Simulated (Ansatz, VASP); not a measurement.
# Ti29Si56O74 (amorphous TiO2 against Si(100), 9.1 A): VASP beside Ansatz, part 2 of 2

One calculation is typed for both programs; each brings its own data sets. How far apart do they land? Of the first pair: The structure shown is the start of the Ansatz relaxation below; VASP solves that cell, so the two are compared at the walk's first step.

VASP 6.6.1 and Ansatz 0.2.0.

So far. Step 4 (Differences): The forces differ by 33 meV/Å r.m.s., which is 8.6 % of the r.m.s. force of 0.388 eV/Å (both taken over all components).

## 5. Ansatz: relaxation, PBE

Level of this step: Ansatz beside VASP: Kohn-Sham DFT, plane waves, PBE (Ansatz).

This run makes the geometry at which the two programs are then compared. The cell compared in this pair holds 2387.41 Å³, against 2361.42 Å³ for the pair before.

The structure compared here is the end of the Ansatz relaxation.

input.yaml

```yaml
crystal:
  lattice:
    - [10.9, 0.0, 0.0]
    - [0.0, 10.9, 0.0]
    - [0.0, 0.0, 19.87561]
  atoms:
    - { symbol: Si, position: [0.9931, 0.99678, 0.24866] }
    - { symbol: Si, position: [0.09278, 0.11448, 0.02216] }
    - { symbol: Si, position: [0.99803, 0.24378, 0.11502] }
    - { symbol: Si, position: [0.12545, 0.37339, 0.17941] }
    - { symbol: Si, position: [0.23734, 0.99711, 0.11128] }
    - { symbol: Si, position: [0.36877, 0.11679, 0.18104] }
    - { symbol: Si, position: [0.24882, 0.24541, 0.24763] }
    - { symbol: Si, position: [0.33217, 0.35556, 0.0357] }
    - { symbol: Si, position: [0.12205, 0.12203, 0.31512] }
    - { symbol: Si, position: [0.99952, 0.24762, 0.38499] }
    - { symbol: Si, position: [0.12428, 0.3904, 0.47809] }
    - { symbol: Si, position: [0.25045, 0.00491, 0.38859] }
    - { symbol: Si, position: [0.35002, 0.15616, 0.46502] }
    - { symbol: Si, position: [0.37451, 0.36537, 0.31854] }
    - { symbol: Si, position: [0.99909, 0.49437, 0.24857] }
    - { symbol: Si, position: [0.18929, 0.67657, 0.05614] }
    - { symbol: Si, position: [0.0058, 0.73829, 0.11133] }
    - { symbol: Si, position: [0.12118, 0.87076, 0.18351] }
    - { symbol: Si, position: [0.25877, 0.50245, 0.11586] }
    - { symbol: Si, position: [0.38149, 0.62146, 0.18606] }
    - { symbol: Si, position: [0.25289, 0.74691, 0.25173] }
    - { symbol: Si, position: [0.3696, 0.86406, 0.04501] }
    - { symbol: Si, position: [0.12877, 0.61643, 0.31703] }
    - { symbol: Si, position: [0.00637, 0.74707, 0.38449] }
    - { symbol: Si, position: [0.11654, 0.88614, 0.45009] }
    - { symbol: Si, position: [0.23762, 0.47663, 0.38516] }
    - { symbol: Si, position: [0.44237, 0.62095, 0.477] }
    - { symbol: Si, position: [0.3749, 0.87243, 0.32216] }
    - { symbol: Si, position: [0.49781, 0.9969, 0.25151] }
    - { symbol: Si, position: [0.57831, 0.09563, 0.03777] }
[... 123 atom lines left out ...]
    - { symbol: O, position: [0.58118, 0.76662, 0.65512] }
    - { symbol: O, position: [0.77107, 0.36971, 0.52076] }
    - { symbol: O, position: [0.55061, 0.31457, 0.54029] }
    - { symbol: O, position: [0.70591, 0.46447, 0.89967] }
    - { symbol: O, position: [0.01597, 0.50226, 0.47131] }
    - { symbol: O, position: [0.08455, 0.83668, 0.90234] }
kpoints:
  mp_grid: { grid: [1, 1, 1] }
hamiltonian:
  xc: pbe
scf:
  occupations: { method: fermi_dirac, width: 0.025 }
output:
  forces: true
relax:
  f_tol: 0.08
  max_steps: 90
  cell: { fix: [a, b, alpha, beta, gamma] }
```

Run with:

```bash
$ ansatz run input.yaml --threads 8 --pin off --max-ram 15872MiB --backend cpu --events-out ev --progress --plain --runs-dir out
```

Numbers of over 12 decimals in the logs are rounded to 6 here.

Log:

```text
[...]
Crystal: 159 atoms, lattice volume = 2361.421 Å³
Basis set: ecut = 420 eV, 46075 PW (Γ), exchange–correlation on 150×150×270 points (8 copies of the dense FFT grid, shifted against one another)
Bands: 667, of which v1, the nominal top of the filled ones, is band 508 counted from 1 (507 counted from 0)
Symmetry: 1 space group operations
[...]
k-points: 1
[...]
- { symbol: O, position: [0.348509, 0.833330, 0.965524] }
    - { symbol: O, position: [0.768571, 0.335984, 0.647643] }
    - { symbol: O, position: [0.272580, 0.684743, 0.849733] }
    - { symbol: O, position: [1.007192, 0.851989, 0.603036] }
    - { symbol: O, position: [0.554756, 0.979442, 0.518308] }
    - { symbol: O, position: [0.230256, 0.088026, 0.743436] }
    - { symbol: O, position: [0.947743, 1.031680, 0.00650208] }
[...]
- { symbol: O, position: [0.574195, 0.324563, 0.540734] }
    - { symbol: O, position: [0.685451, 0.454006, 0.907892] }
    - { symbol: O, position: [0.027383, 0.494532, 0.463509] }
    - { symbol: O, position: [0.079155, 0.821133, 0.905978] }
```

## 6. VASP: single point, PBE, relaxed cell, pair 2

The same cell, functional, mesh and smearing now go to VASP, with its own data sets.

INCAR

```
SYSTEM = Ti29Si56O74
PREC = Accurate
ENCUT = 600
EDIFF = 1E-06
NELM = 120
ISMEAR = -1
SIGMA = 0.025
LREAL = Auto
ALGO = Normal
GGA = PE
NBANDS = 619
LASPH = .TRUE.
LORBIT = 11
LWAVE = .FALSE.
LCHARG = .FALSE.
ISIF = 2
GGA_COMPAT = .FALSE.
```

POSCAR

```
Ti29Si56O74
1.0
   10.9000000000      0.0000000000      0.0000000000
    0.0000000000     10.9000000000      0.0000000000
    0.0000000000      0.0000000000     20.0943910000
Si Ti O
56 29 74
Direct
    0.9941000000      0.9958400000      0.2501700000
    0.0576400000      0.1337400000      0.0101100000
    0.0119900000      0.2348600000      0.1154100000
    0.1365600000      0.3756900000      0.1769800000
    0.2542900000      0.9791000000      0.1239100000
    0.3750200000      0.1246800000      0.1792600000
    0.2557900000      0.2495300000      0.2474300000
    0.3776400000      0.4046100000      0.0375700000
    0.1253300000      0.1256000000      0.3119800000
    0.9900500000      0.2400200000      0.3775700000
    0.1032200000      0.3612000000      0.4490400000
    0.2550500000      0.0153800000      0.3854900000
    0.3508300000      0.1661600000      0.4545000000
    0.3860400000      0.3638300000      0.3187200000
    0.0048400000      0.4924800000      0.2473900000
    0.1951400000      0.6777900000      0.0521900000
    0.0122700000      0.7309700000      0.1066000000
    0.1139000000      0.8646100000      0.1836100000
    0.2654600000      0.5164200000      0.1186400000
    0.3846400000      0.6290200000      0.1913900000
    0.2526300000      0.7520300000      0.2529900000
    0.3696000000      0.8707400000      0.0461900000
    0.1322600000      0.6176200000      0.3154400000
    0.0156700000      0.7491100000      0.3830600000
    0.1212800000      0.8956400000      0.4486600000
    0.2399600000      0.4706900000      0.3798100000
    0.4395100000      0.6126700000      0.4645400000
    0.3736200000      0.8801200000      0.3209500000
    0.5026800000      0.0030600000      0.2528000000
    0.5716900000      0.0986300000      0.0412800000
[... 123 atom lines left out ...]
    0.5359100000      0.7515500000      0.6389100000
    0.7875400000      0.3714600000      0.5092800000
    0.5742000000      0.3245600000      0.5407300000
    0.6854500000      0.4540100000      0.9078900000
    0.0273800000      0.4945300000      0.4635100000
    0.0791600000      0.8211300000      0.9059800000
```

KPOINTS

```
Automatic mesh
0
Gamma
1 1 1
0 0 0
```

PAW data sets: Si, Ti_sv and O (PBE family, release 64).

Run with:

```bash
$ export OMP_NUM_THREADS=3
$ mpirun -np 1 vasp_gam
```

Log:

```text
[... set-up lines as in an earlier step ...]
 entering main loop
       N       E                     dE             d eps       ncg     rms          rms(c)
DAV:   1     0.160832329011E+05    0.16083E+05   -0.58683E+05  1238   0.199E+03
DAV:   2     0.208505680456E+04   -0.13998E+05   -0.13306E+05  1254   0.554E+02
DAV:   3    -0.112223190330E+04   -0.32073E+04   -0.30559E+04  1558   0.237E+02
DAV:   4    -0.144752248059E+04   -0.32529E+03   -0.32284E+03  1692   0.819E+01
[...]
DAV:  27    -0.120281542537E+04   -0.36444E-05   -0.33175E-05  1812   0.124E-02    0.137E-02
DAV:  28    -0.120281542682E+04   -0.14576E-05   -0.98912E-06  1532   0.726E-03    0.878E-03
DAV:  29    -0.120281542697E+04   -0.14888E-06   -0.38278E-06  1220   0.570E-03
   1 F= -.12028154E+04 E0= -.12027895E+04  d E =-.518552E-01
```

From OUTCAR (step 6):

```text
  FREE ENERGIE OF THE ION-ELECTRON SYSTEM (eV)
  ---------------------------------------------------
  free  energy   TOTEN  =     -1202.8154269734 eV

  energy  without entropy=    -1202.7635717459  energy(sigma->0) =    -1202.78949936
```

The run ends at a pressure of 0.50 GPa, with forces up to 0.34 eV/Å.

## 7. Differences

What differs besides the data sets and the points named for the pairs above, as far as they apply: the cutoff is 420 eV in Ansatz and 600 eV in VASP (PREC = Accurate, projectors in real space). Total energies have different zeros and are not compared.

Compared:

| quantity | Ansatz | VASP | difference |
| --- | --- | --- | --- |
| pressure (GPa) | 0.36 | 0.50 | -0.14 |
| gap on the k mesh (eV) | 0.088 | 0.087 | +0.002 |

Forces on 7 of the 159 atoms, those with the largest forces and the largest differences (eV/Å; atoms numbered as in POSCAR):

| atom | Ansatz x, y, z | VASP x, y, z |
| --- | --- | --- |
| Ti57 | 0.007, 0.002, 0.009 | 0.133, 0.236, 0.185 |
| Ti66 | -0.008, 0.011, 0.009 | -0.046, 0.094, -0.048 |
| Ti68 | -0.002, -0.004, 0.009 | 0.130, 0.007, 0.057 |
| Ti76 | 0.012, -0.008, -0.012 | -0.099, 0.086, 0.011 |
| O90 | -0.004, -0.004, 0.000 | -0.125, -0.003, 0.000 |
| O102 | -0.011, 0.010, 0.004 | 0.035, -0.125, 0.014 |
| O148 | -0.008, -0.004, -0.007 | -0.142, -0.242, -0.184 |

The forces differ by 36 meV/Å r.m.s., where the r.m.s. force is 0.006 eV/Å in Ansatz and 0.037 eV/Å in VASP: the atoms lie near their places of rest in Ansatz, so a percentage would say little (all taken over all components). A gap on the mesh is an upper bound, since the band edges may lie between its points.

## 8. Summary of results

| Item | Value |
| --- | --- |
| r.m.s. force difference (single point, PBE, start cell, pair 1) | 8.6 % of the r.m.s. force |
| r.m.s. force difference (single point, PBE, relaxed cell, pair 2) | 36 meV/Å |

**Reading.** The r.m.s. force difference is 36 meV/Å (single point, PBE, relaxed cell, pair 2), beyond the 12 meV/Å picked in this series as the mark of a large difference. What causes the difference of the single point, PBE, start cell, pair 1 pair stays open here. What causes the difference of the single point, PBE, relaxed cell, pair 2 pair stays open here. How closely two codes agree says nothing of how well the functional describes the real material.

[Lines on the potential files, build, host, timing and source positions are cut from VASP's logs without a mark.]

[Logs are printed without paths, hosts, clocks, repeated set-up lines and the standing remarks that a program may print on its own settings, such as how far it seeks lower states.]

[Hosts, paths, dates, database ids (printed as entryN), source tags and the programs' standing remarks are cut or masked in the printed files.]
